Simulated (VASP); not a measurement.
C, 4 atoms in the cell. The structure is hexagonal, space group P6_3/mmc (No. 194). Conventional cell: a = 2.461 Å, b = 2.461 Å, c = 6.708 Å, α = 90.00°, β = 90.00°, γ = 120.00°. C (site symmetry -6m2) is surrounded by 3 C at 1.42 Å. Around C (site symmetry -6m2) lie 3 C at 1.42 Å. The cell was built by a generator and needn't be a form met in nature.

* Program: VASP 6.6.1
* Task: single point
* Functional: LDA
* Potentials or basis: VASP PAW LDA potentials, release 64 (C)
* Cutoff: 520 eV
* k mesh: 16 × 16 × 4
* Occupations: fermi-dirac, width 0.05 eV
* Spin: no spin polarisation
* Further INCAR settings: ALGO = Normal; EDIFF = 1e-06; NBANDS = 16

Potentials or basis: VASP PAW LDA potentials, release 64 (C).

Command:

```sh
$ cat potpaw_LDA.64/C/POTCAR > POTCAR
$ mpirun -np 1 vasp_std > vasp.out
```

Hardware: 1 thread of Intel(R) Xeon(R) Platinum 8488C (Sapphire Rapids), on a shared host.

Question: How long does it take, and how much memory?

Answer: Run time: 20 s on 1 thread of Intel(R) Xeon(R) Platinum 8488C (Sapphire Rapids), with other jobs on the host, peak memory 0.15 GiB. Counts: scf iterations 12, k points 90.
